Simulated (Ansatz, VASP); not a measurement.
# Cu16Te (Cu(111)-(2x2)-Te, top site) in two plane-wave programs, part 2 of 2

Aim: how closely do two programs agree when they are given the same cell, functional and k mesh? The cell is taken from a series of runs on this material, whose earlier steps may have relaxed, scaled, displaced or heated it; both programs get it as it stands.

VASP 6.6.1 and Ansatz 0.2.0.

So far: The structure; Ansatz: single point, LDA.

## Step 3: VASP: single point, LDA

Level of this step: LDA, no spin polarisation; plane waves and PAW (Cu, Te) (VASP).

The same cell, functional (in two slightly different forms), mesh and smearing now go to VASP, with its own data sets.

Lines of VASP's logs that name or quote its potential files are left out, and so is its time.

The input, INCAR:

```
SYSTEM = Cu16Te
PREC = Accurate
ENCUT = 520
EDIFF = 1E-06
NELM = 120
ISMEAR = -1
SIGMA = 0.05
LREAL = .FALSE.
ALGO = Normal
GGA = PW92
NBANDS = 112
LASPH = .TRUE.
LORBIT = 11
LWAVE = .FALSE.
LCHARG = .FALSE.
ISIF = 2
LDIPOL = .TRUE.
IDIPOL = 3
DIPOL = 0.5 0.5 0.456
LVHAR = .TRUE.
GGA_COMPAT = .FALSE.
NELMDL = -8
KPAR = 4
```

The input, POSCAR:

```
Cu16Te
1.0
    5.1053109602      0.0000000000      0.0000000000
    2.5526554801      4.4213289857      0.0000000000
    0.0000000000      0.0000000000     26.0061739527
Cu Te
16 1
Direct
    0.0000000000      0.0000000000      0.3268454643
    0.0000000000      0.5000000000      0.3268454643
    0.5000000000      0.0000000000      0.3268454643
    0.5000000000      0.5000000000      0.3268454643
    0.1666666667      0.1666666667      0.4069892977
    0.1666666667      0.6666666667      0.4069892977
    0.6666666667      0.1666666667      0.4069892977
    0.6666666667      0.6666666667      0.4069892977
    0.3333333333      0.3333333333      0.4872848241
    0.3419338251      0.8290330874      0.4840995919
    0.8290330874      0.3419338251      0.4840995919
    0.8290330874      0.8290330874      0.4840995919
    0.0000000000      0.0000000000      0.5543432080
    0.9983493596      0.5008253202      0.5670548095
    0.5008253202      0.9983493596      0.5670548095
    0.5008253202      0.5008253202      0.5670548095
    0.0000000000      0.0000000000      0.6443018796
```

The input, KPOINTS:

```
Automatic mesh
0
Gamma
12 12 1
0 0 0
```

PAW data sets: Cu and Te (LDA family, release 64).

Command:

```bash
> mpirun -np 4 vasp_std
```

Numbers of over 12 decimals in the logs are rounded to 6 here.

Output:

```text
[banner, memory and clock lines left out]
running    4 mpi-ranks, on    1 nodes
 distrk:  each k-point on    1 cores,    4 groups
 distr:  one band on    1 cores,    1 groups

 POSCAR found type information on POSCAR CuTe
 POSCAR found :  2 types and      17 ions
|                                                                             |
|               ----> ADVICE to this user running VASP <----                  |
|                                                                             |
|     You have a (more or less) 'large supercell' and for larger cells it     |
|     might be more efficient to use real-space projection operators.         |
|     Therefore, try LREAL= Auto in the INCAR file.                           |
|     Mind: For very accurate calculation, you might also keep the            |
|     reciprocal projection scheme (i.e. LREAL=.FALSE.).                      |
|                                                                             |

|                                                                             |
|               ----> ADVICE to this user running VASP <----                  |
|                                                                             |
|     You enforced a specific xc type in the INCAR file but a different       |
|     [... a line on the potential file left out ...]
|     I HOPE YOU KNOW WHAT YOU ARE DOING!                                     |
|                                                                             |

 LDA part: xc-table for (Slater(with rela. corr.)+PW92), standard interpolation
 POSCAR, INCAR and KPOINTS ok, starting setup
 FFT: planning ... GRIDC
 FFT: planning ... GRID_SOFT
 FFT: planning ... GRID
 WAVECAR not read
 entering main loop
       N       E                     dE             d eps       ncg     rms          rms(c)
DAV:   1     0.172255005278E+04    0.17226E+04   -0.75955E+04  4256   0.198E+03
DAV:   2     0.158797884582E+03   -0.15638E+04   -0.15096E+04  4256   0.439E+02
DAV:   3    -0.732223635711E+02   -0.23202E+03   -0.21689E+03  4552   0.221E+02
DAV:   4    -0.883935595141E+02   -0.15171E+02   -0.14703E+02  5168   0.730E+01
DAV:   5    -0.889374233838E+02   -0.54386E+00   -0.54223E+00  6064   0.113E+01
DAV:   6    -0.889531531650E+02   -0.15730E-01   -0.15727E-01  6544   0.169E+00
DAV:   7    -0.889534270960E+02   -0.27393E-03   -0.27393E-03  6528   0.244E-01
DAV:   8    -0.889534391818E+02   -0.12086E-04   -0.12086E-04  6576   0.455E-02    0.317E+01
DAV:   9    -0.837491681175E+02    0.52043E+01   -0.17723E+02  4824   0.149E+02    0.191E+01
DAV:  10    -0.833432365078E+02    0.40593E+00   -0.12945E+02  5440   0.188E+02    0.188E+01
DAV:  11    -0.744946062521E+02    0.88486E+01   -0.38042E+01  6552   0.998E+01    0.505E+00
DAV:  12    -0.740385200571E+02    0.45609E+00   -0.72812E+00  6880   0.447E+01    0.304E+00
DAV:  13    -0.743221379225E+02   -0.28362E+00   -0.67412E+00  5000   0.427E+01    0.318E+00
DAV:  14    -0.742887833607E+02    0.33355E-01   -0.13495E+00  4792   0.172E+01    0.197E+00
[...]
DAV:  29    -0.742701770911E+02   -0.26149E-04   -0.11262E-05  4576   0.430E-02    0.652E-03
DAV:  30    -0.742701958009E+02   -0.18710E-04   -0.22024E-06  3176   0.190E-02    0.345E-03
DAV:  31    -0.742702134931E+02   -0.17692E-04   -0.24205E-06  2936   0.180E-02    0.158E-03
DAV:  32    -0.742702196370E+02   -0.61439E-05   -0.11382E-06  3096   0.582E-03    0.135E-03
DAV:  33    -0.742702224682E+02   -0.28312E-05   -0.47023E-07  2936   0.687E-03    0.123E-03
DAV:  34    -0.742702237867E+02   -0.13184E-05   -0.10828E-07  2896   0.567E-03    0.783E-04
DAV:  35    -0.742702272533E+02   -0.34666E-05   -0.14904E-07  2888   0.429E-03    0.284E-04
DAV:  36    -0.742702279922E+02   -0.73894E-06   -0.12368E-07  2808   0.285E-03
   1 F= -.74270228E+02 E0= -.74240860E+02  d E =-.587363E-01
```

OUTCAR, selected parts (step 3):

```text
ion  position               nearest neighbor table
   1  0.000  0.000  0.327-   2 2.55   2 2.55   4 2.55   4 2.55   3 2.55   3 2.55   6 2.55   7 2.55
                             5 2.55
   2  0.000  0.500  0.327-   1 2.55   1 2.55   3 2.55   3 2.55   4 2.55   4 2.55   5 2.55   8 2.55
                             6 2.55
   3  0.500  0.000  0.327-   4 2.55   2 2.55   4 2.55   2 2.55   1 2.55   1 2.55   8 2.55   5 2.55
                             7 2.55
   4  0.500  0.500  0.327-   3 2.55   1 2.55   3 2.55   1 2.55   2 2.55   2 2.55   7 2.55   6 2.55
                             8 2.55
   5  0.167  0.167  0.407-  10 2.50  11 2.50   6 2.55   6 2.55   8 2.55   8 2.55   7 2.55   7 2.55
                             2 2.55   3 2.55   1 2.55   9 2.56
   6  0.167  0.667  0.407-  10 2.50  12 2.50   5 2.55   5 2.55   7 2.55   7 2.55   8 2.55   8 2.55
                             1 2.55   4 2.55   2 2.55   9 2.56
   7  0.667  0.167  0.407-  11 2.50  12 2.50   8 2.55   6 2.55   8 2.55   6 2.55   5 2.55   5 2.55
                             4 2.55   1 2.55   3 2.55   9 2.56
   8  0.667  0.667  0.407-  12 2.47  11 2.47  10 2.47   7 2.55   5 2.55   7 2.55   5 2.55   6 2.55
                             6 2.55   3 2.55   2 2.55   4 2.55
   9  0.333  0.333  0.487-  15 2.55  14 2.55  16 2.55  10 2.55  12 2.55  12 2.55  10 2.55  11 2.55
                            11 2.55   5 2.56   6 2.56   7 2.56
  10  0.342  0.829  0.484-  13 2.37   8 2.47  11 2.49  12 2.49   6 2.50   5 2.50   9 2.55   9 2.55
                            16 2.60  15 2.60  11 2.62  12 2.62
  11  0.829  0.342  0.484-  13 2.37   8 2.47  12 2.49  10 2.49   7 2.50   5 2.50   9 2.55   9 2.55
                            16 2.60  14 2.60  10 2.62  12 2.62
  12  0.829  0.829  0.484-  13 2.37   8 2.47  11 2.49  10 2.49   7 2.50   6 2.50   9 2.55   9 2.55
                            14 2.60  15 2.60  11 2.62  10 2.62
  13  0.000  0.000  0.554-  17 2.34  11 2.37  10 2.37  12 2.37  14 2.57  16 2.57  14 2.57  16 2.57
                            15 2.57  15 2.57
  14  0.998  0.501  0.567-  15 2.54  16 2.54   9 2.55  15 2.57  16 2.57  13 2.57  13 2.57  12 2.60
                            11 2.60
  15  0.501  0.998  0.567-  14 2.54  16 2.54   9 2.55  16 2.57  14 2.57  13 2.57  13 2.57  12 2.60
                            10 2.60
  16  0.501  0.501  0.567-  15 2.54  14 2.54   9 2.55  15 2.57  14 2.57  13 2.57  13 2.57  10 2.60
                            11 2.60
  17  0.000  0.000  0.644-  13 2.34

  LATTYP: Found a hexagonal cell.
 ALAT       =     5.1053109602
 C/A-ratio  =     5.0939451398

 Subroutine GETGRP returns: Found  6 space group operations
 (whereof  6 operations were pure point group operations)

The static configuration has the point symmetry C_3v.

 Found     19 irreducible k-points:

   k-points           NKPTS =     19   k-points in BZ     NKDIM =     19   number of bands    NBANDS=    112

   dimension x,y,z NGX =    40 NGY =   40 NGZ =  196
   dimension x,y,z NGXF=    80 NGYF=   80 NGZF=  392

   ENCUT  =  520.0 eV  38.22 Ry    6.18 a.u.   9.49  9.49 48.35*2*pi/ulx,y,z

   NELECT =     182.0000    total number of electrons

 k-points in reciprocal lattice and weights: Automatic mesh
   0.00000000  0.00000000  0.00000000       0.007
   0.08333333 -0.00000000  0.00000000       0.042
   0.16666667 -0.00000000  0.00000000       0.042
   0.25000000 -0.00000000  0.00000000       0.042
   0.33333333 -0.00000000  0.00000000       0.042
   0.41666667 -0.00000000  0.00000000       0.042
   0.50000000 -0.00000000  0.00000000       0.021
   0.16666667  0.08333333  0.00000000       0.042
   0.25000000  0.08333333  0.00000000       0.083
[...]
-0.41666667  0.25000000  0.00000000       0.083
  -0.33333333  0.33333333  0.00000000       0.014

 dipolmoment           0.000000      0.000000     -0.004104 electrons x Angstroem

 average (electrostatic) potential at core
       1 -72.1545       2 -72.1310       3 -72.1310       4 -72.1310       5 -72.4225
       6 -72.4225       7 -72.4225       8 -72.4515       9 -72.3749      10 -72.4694
      11 -72.4694      12 -72.4694      13 -72.7744      14 -72.1451      15 -72.1451
      16 -72.1451      17 -95.4786

 E-fermi :  -0.4756

 k-point     1 :       0.0000    0.0000    0.0000
  band No.  band energies     occupation
    ...
     87      -1.5690      2.00000
     88      -1.0037      1.99995
     89      -0.6821      1.96836
     90      -0.4324      0.59290
     91      -0.4324      0.59290
     92       0.2845      0.00000
     93       0.4925      0.00000
     94       0.4925      0.00000
     95       0.6832      0.00000
     96       0.7750      0.00000
    ...

 k-point     2 :       0.0833   -0.0000    0.0000
  band No.  band energies     occupation
    ...
     87      -1.5037      2.00000
     88      -0.9837      1.99992
     89      -0.7870      1.99607
     90      -0.5998      1.84612
     91      -0.4606      0.85176
     92      -0.1069      0.00125
     93       0.2319      0.00000
     94       0.3982      0.00000
     95       0.7648      0.00000
     96       0.8562      0.00000
    ...

 k-point     3 :       0.1667   -0.0000    0.0000
  band No.  band energies     occupation
    ...
     88      -1.4056      2.00000
     89      -0.8519      1.99892
     90      -0.6257      1.90541
     91      -0.5165      1.38818
     92      -0.4741      0.98545
     93       0.0109      0.00012
     94       0.2985      0.00000
     95       0.6380      0.00000
     96       1.0771      0.00000
     97       1.3984      0.00000
    ...

  Total      -17.2898379    -17.2898379     -8.3176920      0.0000000      0.0000000     -0.0000000
  in kB      -47.1900034    -47.1900034    -22.7018852      0.0000000      0.0000000     -0.0000000
  external PRESSURE =     -39.0272973 kB  Pullay stress =       0.0000000 kB

  energy-cutoff  :      520.00
  volume of cell :      587.02
      direct lattice vectors                 reciprocal lattice vectors
     5.105310960  0.000000000  0.000000000     0.195874455 -0.113088169  0.000000000
     2.552655480  4.421328986  0.000000000     0.000000000  0.226176338  0.000000000
     0.000000000  0.000000000 26.006173953     0.000000000  0.000000000  0.038452408

 POSITION                                       TOTAL-FORCE (eV/Angst)
 -----------------------------------------------------------------------------------
      0.00000      0.00000      8.50000        -0.000000     -0.000000      0.452847
      1.27633      2.21066      8.50000        -0.025370      0.014647      0.497976
      2.55266      0.00000      8.50000        -0.000000     -0.029294      0.497976
      3.82898      2.21066      8.50000         0.025370      0.014647      0.497976
      1.27633      0.73689     10.58423         0.060681      0.035034     -0.206510
      2.55266      2.94755     10.58423         0.000000     -0.070068     -0.206510
      3.82898      0.73689     10.58423        -0.060681      0.035034     -0.206510
      5.10531      2.94755     10.58423        -0.000000     -0.000000     -0.507257
      2.55266      1.47378     12.67241        -0.000000     -0.000000      0.013854
      3.86191      3.66543     12.58958         0.014121     -0.008153     -0.000321
      5.10531      1.51180     12.58958        -0.000000      0.016306     -0.000321
      6.34871      3.66543     12.58958        -0.014121     -0.008153     -0.000321
      0.00000      0.00000     14.41635        -0.000000     -0.000000     -0.014833
      6.37532      2.21431     14.74693         0.000040     -0.000023     -0.156077
      5.10531      4.41403     14.74693        -0.000000      0.000047     -0.156077
      3.83530      2.21431     14.74693        -0.000040     -0.000023     -0.156077
      0.00000      0.00000     16.75583        -0.000000     -0.000000     -0.349817
 -----------------------------------------------------------------------------------
    total drift:                                0.000002      0.000001     -0.014782

  FREE ENERGIE OF THE ION-ELECTRON SYSTEM (eV)
  ---------------------------------------------------
  free  energy   TOTEN  =       -74.2702279922 eV

  energy  without entropy=      -74.2114916681  energy(sigma->0) =      -74.24085983

 vacuum level on the upper side and lower side of the slab         4.602         4.635

 total charge
# of ion       s       p       d       tot
------------------------------------------
    1        0.455   0.294   9.192   9.941
    2        0.458   0.294   9.191   9.943
    3        0.458   0.294   9.191   9.943
    4        0.458   0.294   9.191   9.943
    5        0.452   0.386   9.188  10.026
    6        0.452   0.386   9.188  10.026
    7        0.452   0.386   9.188  10.026
    8        0.463   0.399   9.186  10.048
    9        0.449   0.380   9.185  10.014
   10        0.465   0.411   9.182  10.059
   11        0.465   0.411   9.182  10.059
   12        0.465   0.411   9.182  10.059
   13        0.486   0.478   9.191  10.156
   14        0.414   0.300   9.212   9.926
   15        0.414   0.300   9.212   9.926
   16        0.414   0.300   9.212   9.926
   17        1.402   1.886   0.031   3.319
--------------------------------------------------
tot          8.622   7.612 147.106 163.340

[... 3 further parts left out ...]
```

This run has no spin polarisation, so a moment on Cu, if there is one, isn't seen.

## Step 4: Differences

Known differences besides the potentials themselves: the data sets hold 320 valence electrons in Ansatz (on its default PAW (the set named soft_2) files) and 182 in VASP; the cutoff is 420 eV in Ansatz and 520 eV in VASP; VASP's log shows a relativistic correction to its local exchange, Ansatz's none. Total energies have different zeros and are not compared.

Both answers:

| quantity | Ansatz | VASP | difference |
| --- | --- | --- | --- |
| work function, lower of the two faces (eV) | 5.06 | 5.08 | -0.01 |
| work function, higher of the two faces (eV) | 5.14 | 5.11 | +0.03 |

Where the cell holds vacuum, a pressure given here is an average over it and none of the material.

## Step 5: Summary of results

* difference in work function, higher of the two faces (single point, LDA): 0.031 eV

The difference in work function, higher of the two faces is 0.031 eV (single point, LDA). The data sets hold unlike numbers of valence electrons (320 in Ansatz and 182 in VASP), so part of the differences may come from the potentials. How closely two codes agree says nothing of how well the functional describes the real material.

[Lines on the potential files, build, host, timing and source positions are cut from VASP's logs without a mark.]

[Logs are printed without paths, hosts, clocks, repeated set-up lines and the standing remarks that a program may print on its own settings, such as how far it seeks lower states.]

[Hosts, paths, dates, database ids (printed as entryN), source tags and the programs' standing remarks are cut or masked in the printed files.]
